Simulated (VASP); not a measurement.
Here is the system:

```xyz
1
Lattice="0.0000 1.8780 1.8780 1.8780 0.0000 1.8780 1.8780 1.8780 0.0000" Properties=species:S:1:pos:R:3 pbc="T T T"
Ir     0.0000     0.0000     0.0000
```

These are PBE GGA, VASP's PBE PAW potentials (set 64) (plane waves; VASP) values and carry that method's errors. Settings: 480 eV cut-off, 16×16×16 Γ-centred mesh, first-order Methfessel-Paxton smearing of 0.10 eV, potentials Ir.

Problem. Give the stress tensor in GPa (positive for a compressed cell).

Solution. 
```
40.68   0.00   0.00
 0.00  40.68   0.00
 0.00   0.00  40.68
```
The pressure is its mean diagonal, 40.68 GPa.

The compound is Ir in the fcc structure. This cell was strained or had an atom moved on purpose.
